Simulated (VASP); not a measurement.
CdF2: stress against strain

CdF2 (fluorite, Fm-3m, 13.111 Å³/atom and stress up to 0.27 GPa in the relaxed cell, cube axes along x, y and z) under an equal strain ε along x and y, with z held. PBEsol in VASP (plane waves, PAW), 600 eV, 10×10×10 Γ-centred mesh, Gaussian smearing 0.05 eV; ions are relaxed, or left where forces stay under 0.02 eV/Å, within the symmetry of each cell. Stress is positive for a compressed cell.

Here s stands for strain and y for stress xx.

| strain (%) | stress xx (GPa) |
|---|---|
| -1.50 | 3.81 |
| -1.00 | 2.39 |
| -0.50 | 1.02 |
| 0.00 | -0.27 |
| 0.50 | -1.51 |
| 1.00 | -2.69 |
| 1.50 | -3.81 |
| 3.00 | ? |

Task: Using a straight line, estimate the missing y at s = 3.00 from the other rows, showing the fit.

Result: Means: s 0, y -0.151. About the means, the sum of products is -17.775 and the sum of squares of s is 7.0000; the slope is their ratio. Least squares gives y = -0.151 - 2.5393·s. Residuals (row less fit): 0.152, 0.002, -0.099, -0.119, -0.089, 0.000, 0.150; standard error 0.124 (degrees of freedom: 5). The slope gives the elastic constants C11 + C12 = 254 ± 5 GPa (± standard error of the fit, which holds the terms cut off). At the withheld row, y = -0.151 - 2.5393 × 3.0 = -7.769 GPa. The calculation gives -6.86 GPa, 0.909 GPa above the prediction (8.5 % of the range of y in the table). The row lies outside the fitted rows, so this is an extrapolation. From the scatter of the fitted rows alone, a prediction at this place has a standard error of 0.194 GPa, so the miss is 4.7 times that.

A polynomial of degree 2 through the 12 other runs of the series gives -6.79 there, so most of the miss is curvature that the fit leaves out. Rows are the converged runs of the series near zero and its far end, less any whose ions stayed unrelaxed beside relaxed ones; series whose fitted rows scatter by over a few per cent of the range, as at a crossing or softening among them, aren't shown in this form. Most that stay on the fit to the last digits aren't either.
